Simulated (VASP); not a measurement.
# GaBi (relaxed from the WC structure, space group P-6m2): computed properties

Calculation: PBEsol GGA, VASP's PBE PAW potentials (set 64) (plane waves; VASP).

```
Property                                                                                 Result
----------------------------------  -----------------------------------------------------------
space group                                                                         P-6m2 (187)
cell                                a = b = 4.1972 Å, c = 3.5109 Å, α = β = 90.00°, γ = 120.00°
volume per atom                                                                   26.78 Å³/atom
band gap (over mesh and band path)                     none (metal, semimetal or under 0.01 eV)
density                                                                              8.64 g/cm³
```

Space group P-6m2 (No. 187); a = b = 4.1972 Å, c = 3.5109 Å, α = β = 90.00°, γ = 120.00°

```csv
atom,site,symmetry,x,y,z
Ga,1a,-6m2,0.0000,0.0000,0.0000
Bi,1f,-6m2,0.6667,0.3333,0.5000
```

Unless said otherwise, spin-orbit coupling is left out, though it shifts the bands of the heavy elements here.

The structure was generated: GaBi was put into the WC type (P-6m2), which need not be its known phase. It was relaxed first, which changed the volume by +8 %. Symmetry was kept, so distortions that lower it aren't found.
